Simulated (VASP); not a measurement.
Ga2GeO5:

```xyz
16
Lattice="3.0300 0.0000 0.0000 0.0000 7.9200 0.0000 0.0000 0.0000 8.0800" Properties=species:S:1:pos:R:3 pbc="T T T"
Ga    1.5150    4.7639    5.3271
Ga    0.0000    1.9800    4.0400
Ga    1.5150    3.1561    1.2871
Ga    0.0000    5.9400    0.0000
Ge    1.5150    7.1161    2.7529
Ge    1.5150    0.8039    6.7929
O     1.5150    5.9400    4.0400
O     1.5150    0.8633    3.4081
O     1.5150    3.0967    4.6719
O     0.0000    4.9318    6.3137
O     0.0000    6.9482    1.7663
O     1.5150    1.9800    0.0000
O     1.5150    4.8233    0.6319
O     1.5150    7.0567    7.4481
O     0.0000    0.9718    5.8063
O     0.0000    2.9882    2.2737
```

The cell was built by a generator and needn't be a form met in nature.

| Item | Value |
| --- | --- |
| Program | VASP 6.6.1 |
| Task | relaxation of cell and atoms |
| Functional | PBE |
| Potentials or basis | VASP PAW PBE potentials, release 64 (Ga_d, Ge_d, O) |
| Cutoff | 520 eV |
| k mesh | 5 × 2 × 2 |
| Occupations | gaussian, width 0.15 eV |
| Spin | no spin polarisation |

At the start: pressure 5.6 GPa; volume 12.12 Å³/atom.

How do energy, volume and symmetry change on relaxing?

Over 21 steps the energy falls by 54.3 meV/atom and the volume is 12.57 Å³/atom (+3.8 %); space group Pmc2_1 (No. 26, to 0.05 Å).

Step by step:
```csv
step,energy change (eV),largest force (eV/Å),pressure (GPa),volume (Å³)
1,0.0000,3.7120,5.58,193.90
2,2.0305,13.6282,3.33,205.97
3,-0.6665,1.3556,2.08,198.03
4,-0.6675,1.1818,2.50,197.88
5,-0.7135,1.3005,-2.88,204.09
6,-0.7871,0.4372,-0.83,201.23
7,-0.8156,0.2712,-0.18,200.56
8,-0.8168,0.3667,0.09,200.39
9,-0.8359,0.2360,0.40,200.08
10,-0.8367,0.3190,0.50,200.02
11,-0.8488,0.1246,0.45,200.58
12,-0.8492,0.1433,0.15,200.66
13,-0.8534,0.0946,-0.14,201.08
14,-0.8540,0.1309,-0.22,201.26
15,-0.8571,0.1220,-0.09,201.27
16,-0.8573,0.1570,-0.07,201.27
17,-0.8596,0.0891,0.00,201.17
18,-0.8602,0.1098,0.02,201.12
19,-0.8620,0.1013,0.08,201.08
20,-0.8654,0.1407,0.24,200.94
21,-0.8683,0.0674,0.28,201.19
```

Final structure:
```cif
data_structure
_symmetry_space_group_name_H-M 'P 1'
_symmetry_Int_Tables_number 1
_cell_length_a 3.0580
_cell_length_b 7.9589
_cell_length_c 8.2662
_cell_angle_alpha 90.000
_cell_angle_beta 90.000
_cell_angle_gamma 90.000
_cell_volume 201.19
loop_
_atom_site_label
_atom_site_type_symbol
_atom_site_fract_x
_atom_site_fract_y
_atom_site_fract_z
_atom_site_occupancy
Ga1 Ga 0.50000 0.59705 0.65845 1
Ga2 Ga 0.00000 0.25833 0.48991 1
Ga3 Ga 0.50000 0.40295 0.15845 1
Ga4 Ga 0.00000 0.74166 0.98991 1
Ge1 Ge 0.50000 0.89789 0.34664 1
Ge2 Ge 0.50000 0.10211 0.84664 1
O1 O 0.50000 0.74570 0.49076 1
O2 O 0.50000 0.10568 0.42571 1
O3 O 0.50000 0.37739 0.58084 1
O4 O 0.00000 0.62429 0.78203 1
O5 O 0.00000 0.88847 0.22567 1
O6 O 0.50000 0.25430 0.99076 1
O7 O 0.50000 0.62261 0.08084 1
O8 O 0.50000 0.89432 0.92571 1
O9 O 0.00000 0.11153 0.72567 1
O10 O 0.00000 0.37571 0.28203 1
```
